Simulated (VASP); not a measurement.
Here is the system:

```
CELL_PARAMETERS angstrom
      4.64098    -8.03841     0.00000
      4.64098     8.03841     0.00000
      0.00000     0.00000    10.12768
ATOMIC_POSITIONS crystal
  Si 0.99937 0.99970 0.00002
  Si 0.99953 0.99939 0.50119
  Si 0.22105 0.10944 0.75237
  Si 0.11016 0.22184 0.25042
  Si 0.99993 0.33319 0.99765
  Si 0.99836 0.33227 0.49994
  Si 0.23445 0.45019 0.74752
  Si 0.11019 0.55473 0.25037
  Si 0.99949 0.66614 0.00002
  Si 0.99958 0.66634 0.50115
  Si 0.22118 0.77763 0.75235
  Si 0.11088 0.88868 0.25096
  Si 0.33325 0.99976 0.00005
  Si 0.33280 0.99944 0.50119
  Si 0.55634 0.11130 0.75123
  Si 0.44468 0.22188 0.25045
  Si 0.33207 0.33136 0.00067
  Si 0.33276 0.33277 0.49992
  Si 0.54839 0.45014 0.74759
  Si 0.44400 0.55516 0.25014
  Si 0.33217 0.66698 0.00062
  Si 0.33278 0.66604 0.49997
  Si 0.54871 0.76475 0.74768
  Si 0.44458 0.88903 0.25046
  Si 0.66610 0.99928 0.99781
  Si 0.66665 0.00045 0.50000
  Si 0.88765 0.11126 0.75121
  Si 0.77744 0.22182 0.24803
  Si 0.66617 0.33320 0.99771
  Si 0.66671 0.33230 0.50002
  Si 0.88764 0.44264 0.75117
  Si 0.77758 0.55477 0.25043
  Si 0.66753 0.66691 0.00070
  Si 0.66596 0.66598 0.50000
  Si 0.88901 0.77754 0.75239
  Si 0.77751 0.88902 0.25049
  C  0.99929 0.99930 0.81298
  C  0.99971 0.99964 0.31326
  C  0.22162 0.11038 0.56230
  C  0.10994 0.22166 0.06200
  C  0.00180 0.33403 0.81066
  C  0.99885 0.33263 0.31192
  C  0.21959 0.44276 0.55877
  C  0.11007 0.55475 0.06194
  C  0.99944 0.66623 0.81296
  C  0.99977 0.66653 0.31321
  C  0.22164 0.77732 0.56230
  C  0.11080 0.88864 0.06184
  C  0.33275 0.99936 0.81297
  C  0.33305 0.99969 0.31326
  C  0.55507 0.11058 0.56122
  C  0.44461 0.22171 0.06203
  C  0.32948 0.32632 0.81622
  C  0.33277 0.33260 0.31208
  C  0.55589 0.44280 0.55880
  C  0.44388 0.55505 0.06113
  C  0.32970 0.66919 0.81614
  C  0.33274 0.66644 0.31213
  C  0.55588 0.77911 0.55884
  C  0.44455 0.88914 0.06201
  C  0.66499 0.99725 0.81078
  C  0.66668 0.00034 0.31199
  C  0.88830 0.11052 0.56119
  C  0.77741 0.22188 0.06018
  C  0.66497 0.33402 0.81071
  C  0.66679 0.33264 0.31199
  C  0.88837 0.44401 0.56115
  C  0.77755 0.55476 0.06200
  C  0.67209 0.66910 0.81620
  C  0.66662 0.66639 0.31213
  C  0.88841 0.77727 0.56230
  C  0.77744 0.88904 0.06204
  H  0.44363 0.55469 0.69042
```
Cell charge -1.

These are HSE06 screened hybrid, VASP's PBE PAW potentials (set 64) (plane waves; VASP 6.6.1) values and carry that method's errors. Settings: PREC = Normal, LREAL = Auto, ISYM = 0, NELECT = 290.0, EDIFF = 1E-5, 400 eV cut-off, 1×1×1 Γ-centred mesh, Gaussian smearing of 0.050 eV, potentials Si C H.

The cell is charged, with a uniform compensating background. The supercell is sampled at Γ alone, which is coarse: total energies, pressure and levels can be off, energies of defects by several tenths of an eV.

### Question
Predict the energy per atom (σ→0).

### Answer

```yaml
energy per atom (σ→0): -8.406 eV/atom
```

Only differences to runs with the same potentials and settings are physical.

The cell is a supercell with a defect, built from SiC (4h): H_i, charge -1. The cell's shape comes from a PBE relaxation. The run is not spin-polarised, so no state with unpaired spins was tried.
